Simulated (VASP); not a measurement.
Output of a VASP run:

OSZICAR:
```
       N       E                     dE             d eps       ncg     rms          rms(c)
DAV:   1     0.103617618713E+03    0.10362E+03   -0.69528E+03   400   0.156E+03
DAV:   2     0.322621004266E+01   -0.10039E+03   -0.98154E+02   400   0.311E+02
DAV:   3    -0.536021905347E+01   -0.85864E+01   -0.84038E+01   476   0.104E+02
DAV:   4    -0.576899055416E+01   -0.40877E+00   -0.40834E+00   548   0.235E+01
DAV:   5    -0.578046003017E+01   -0.11469E-01   -0.11468E-01   506   0.329E+00    0.531E+00
DAV:   6    -0.570359227917E+01    0.76868E-01   -0.50328E+00   526   0.695E+01    0.335E+00
DAV:   7    -0.555942168202E+01    0.14417E+00   -0.10394E+00   498   0.411E+01    0.171E+00
DAV:   8    -0.556432303864E+01   -0.49014E-02   -0.75958E-02   612   0.544E+00    0.544E-01
DAV:   9    -0.556031144865E+01    0.40116E-02   -0.24216E-02   570   0.535E+00    0.180E-01
DAV:  10    -0.556042456261E+01   -0.11311E-03   -0.98451E-04   534   0.268E-01    0.789E-02
DAV:  11    -0.556046347694E+01   -0.38914E-04   -0.84238E-04   568   0.101E+00    0.329E-02
DAV:  12    -0.556045489295E+01    0.85840E-05   -0.88644E-05   620   0.265E-01    0.325E-02
DAV:  13    -0.556045403010E+01    0.86285E-06   -0.50302E-06   530   0.305E-02
   1 F= -.55604540E+01 E0= -.55604540E+01  d E =-.946384E-14
```

### OUTCAR
```
------------------------ aborting loop because EDIFF is reached ----------------------------------------
  FORCE on cell =-STRESS in cart. coord.  units (eV):
  Direction    XX          YY          ZZ          XY          YZ          ZX
  --------------------------------------------------------------------------------------
  Total        0.2628325      0.2628325      0.2628325      0.0000000      0.0000000      0.0000000
  in kB        7.6064767      7.6064767      7.6064767      0.0000000      0.0000000      0.0000000
  external PRESSURE =       7.6064767 kB  Pullay stress =       0.0000000 kB
  volume of cell :       55.36
      direct lattice vectors                 reciprocal lattice vectors
     0.000000000  3.025000000  3.025000000    -0.165289256  0.165289256  0.165289256
     3.025000000  0.000000000  3.025000000     0.165289256 -0.165289256  0.165289256
     3.025000000  3.025000000  0.000000000     0.165289256  0.165289256 -0.165289256
  FREE ENERGIE OF THE ION-ELECTRON SYSTEM (eV)
  ---------------------------------------------------
  free  energy   TOTEN  =        -5.5604540301 eV

  energy  without entropy=       -5.5604540301  energy(sigma->0) =       -5.56045403
```
(Selected blocks of OUTCAR.)

POSCAR:
```
CuI
1
    0.0000000000     3.0250000000     3.0250000000
    3.0250000000     0.0000000000     3.0250000000
    3.0250000000     3.0250000000     0.0000000000
Cu I
1 1
Direct
  0.0000000000   0.0000000000   0.0000000000
  0.2500000000   0.2500000000   0.2500000000
```

Write an INCAR and KPOINTS that could have produced this output.

One answer among several that fit: the input of the run itself, PBE GGA, plane waves, VASP's PBE PAW potentials (set 64).

**KPOINTS**
```
Automatic mesh
0
Gamma
7 7 7
0 0 0
```

### INCAR
```
ALGO = Normal
EDIFF = 1E-6
ENCUT = 400
GGA = PE
ISIF = 2
ISMEAR = 0
LASPH = .TRUE.
LCHARG = .FALSE.
LMAXMIX = 4
LREAL = .FALSE.
LWAVE = .FALSE.
NBANDS = 10
NELM = 100
PREC = Accurate
SIGMA = 0.05
SYSTEM = CuI
```

POTCAR, in this order: Cu I (PBE.64 set). Program: vasp_std.

The compound is CuI in the zinc blende structure. The cell was not relaxed at this level. The run is one of a series of settings (NBANDS = 10 against the base run), some of them coarse on purpose.
